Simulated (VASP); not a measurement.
Here is the system:

```
CELL_PARAMETERS angstrom
      1.94160    -3.36295     0.00000
      1.94160     3.36295     0.00000
      0.00000     0.00000     5.94746
ATOMIC_POSITIONS crystal
  La 0.33333 0.66667 0.24385
  La 0.66667 0.33333 0.75615
  O  0.00000 0.00000 0.00000
  O  0.33333 0.66667 0.64645
  O  0.66667 0.33333 0.35355
```

All values below come from LDA (Ceperley-Alder, Perdew-Zunger), VASP's LDA PAW potentials (set 64) (plane waves; VASP). Settings: 520 eV cut-off, 7×7×4 Γ-centred mesh, tetrahedra with Blöchl corrections, potentials La O.

The cores are frozen, which limits the accuracy of field gradients.

Question: Give the principal components of the electric field gradient (V/Å²) and the asymmetry η at each nucleus.

Answer: 
| atom | Vxx | Vyy | Vzz | η |
|---|---|---|---|---|
| La1 | -63.3 | -63.3 | 126.6 | 0.00 |
| La2 | -63.3 | -63.3 | 126.6 | 0.00 |
| O3 | 3.8 | 3.8 | -7.7 | 0.00 |
| O4 | -5.1 | -5.1 | 10.3 | 0.00 |
| O5 | -5.1 | -5.1 | 10.3 | 0.00 |

The compound is La2O3 in the a-type structure. It was relaxed first, which changed the volume by -6 %.
